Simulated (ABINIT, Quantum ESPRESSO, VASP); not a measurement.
## One structure in several programs: BeS (F-43m, 2 atoms in the cell)

Self-consistent single point.

```xyz
2
Lattice="0.0000 2.4350 2.4350 2.4350 0.0000 2.4350 2.4350 2.4350 0.0000" Properties=species:S:1:pos:R:3 pbc="T T T"
Be     0.0000     0.0000     0.0000
S      1.2175     1.2175     1.2175
```

Shared settings, as Quantum ESPRESSO writes them: occupations = smearing; smearing = fd; degauss = 0.00147 Ry; K_POINTS = automatic 12 12 12 0 0 0. Potentials and cutoffs stand in the table.

```csv
code,model,pressure (GPa),gap on the mesh (eV),cutoff
VASP,"PBEsol, VASP's PBE PAW potentials (set 64)",–,2.958,300 eV
Quantum ESPRESSO,"PBEsol, SSSP 1.1.2 efficiency (PBE) pseudopotentials",-1.65,2.944,40 Ry
ABINIT,"PBEsol, norm-conserving pseudopotentials (PseudoDojo nc-sr-04 PBEsol standard)",-1.76,2.957,44 Ha
```

A dash marks a value that a program does not give, or that is left out as unsure.

Gaps are read on the mesh.

The spread over the programs that give each value: pressure within 0.11 GPa; gap on the mesh within 0.014 eV.

VASP's run is marked for a possible Pulay error in its stress at this cutoff; no cutoff test was made.

The starting cell has typed, rounded lattice constants, without a prior relaxation at this level.

Left out of this page: Ansatz, GPAW, CP2K, Elk, FLEUR and SIESTA (not drawn, or without a comparable value).
